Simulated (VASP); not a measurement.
Input:

```
SrTiO3
1.0
    3.99842     0.00000     0.00000
    0.00000     3.99842     0.00000
    0.00000     0.00000     3.99842
Sr Ti O
1 1 3
Cartesian
  0.00000   0.00000   0.00000
  1.99921   1.99921   1.99921
  1.99921   0.00000   1.99921
  0.00000   1.99921   1.99921
  1.99921   1.99921   0.00000
```

Level of theory: PBE GGA with D3 dispersion (zero damping), VASP's PBE PAW potentials (set 64) (plane waves; VASP). Run with 520 eV cut-off, 6×6×6 Γ-centred mesh, Gaussian smearing of 0.050 eV, potentials Sr_sv Ti_sv O.

### Question
Predict the energy per atom (σ→0), pressure, band gap (on the k-mesh) with the smallest direct gap where there is one.

### Answer

```yaml
band gap (on the k-mesh): 1.72 eV
smallest direct gap (on the k-mesh): 2.11 eV
energy per atom (σ→0): -8.178 eV/atom
pressure: -8.95 GPa
```

The absolute energy has meaning only against runs of the same code, potentials and settings.

The compound is SrTiO3 in the cubic perovskite structure, the ideal cubic form; the compound distorts at low or room temperature. This cell is one point of a volume scan, at 1.06 of the reference volume.
